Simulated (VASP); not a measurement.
These are revPBE GGA, VASP's PBE PAW potentials (set 64) (plane waves; VASP) values and carry that method's errors.

VASP input:

KPOINTS:
```
Automatic
0
gamma
 9 9 5
```

INCAR:
```
ALGO  =  Normal
EDIFF  =  1E-6
EDIFFG  =  -0.02
ENCUT  =  520
GGA  =  RE
IBRION  =  2
ISIF  =  3
ISMEAR  =  0
LASPH  =  T
LCHARG  =  F
LREAL  =  F
LWAVE  =  F
NELM  =  100
NSW  =  60
PREC  =  Accurate
SIGMA  =  0.05
SYSTEM  =  BN
```

File POSCAR:
```
BN
1
    1.2826726306    -2.2216543900    -0.0000000000
    1.2826726306     2.2216543900     0.0000000000
    0.0000000000     0.0000000000     4.2417068549
B N
2 2
Direct
  0.6666670000   0.3333330000   0.5002590611
  0.3333330000   0.6666670000   0.0002590611
  0.6666670000   0.3333330000   0.8747409389
  0.3333330000   0.6666670000   0.3747409389
```

POTCAR, in this order: B N (PBE.64 set). Program: vasp_std.

### Question
What does the run give for the energy per atom (σ→0), band gap (on the k-mesh)?

### Answer

```json
{
  "energy per atom (σ→0)": "-8.370 eV/atom",
  "band gap (on the k-mesh)": "5.27 eV"
}
```

OSZICAR:
```
...
DAV:   7    -0.334959817149E+02    0.10430E+00   -0.22094E-01  1008   0.459E+00    0.273E+00
DAV:   8    -0.334795821324E+02    0.16400E-01   -0.65481E-02   988   0.247E+00    0.225E-01
DAV:   9    -0.334788590646E+02    0.72307E-03   -0.21396E-03  1116   0.485E-01    0.107E-01
DAV:  10    -0.334792726397E+02   -0.41358E-03   -0.63267E-04  1016   0.245E-01    0.289E-02
DAV:  11    -0.334792906864E+02   -0.18047E-04   -0.94736E-05  1080   0.868E-02    0.144E-02
DAV:  12    -0.334792920198E+02   -0.13333E-05   -0.12554E-05  1100   0.353E-02    0.222E-03
DAV:  13    -0.334792923216E+02   -0.30179E-06   -0.35761E-07   672   0.674E-03
   1 F= -.33479292E+02 E0= -.33479292E+02  d E =-.334793E+02
```

The compound is BN in the wurtzite structure, a metastable high-pressure form. It was relaxed first. The start is the result of an earlier pass.
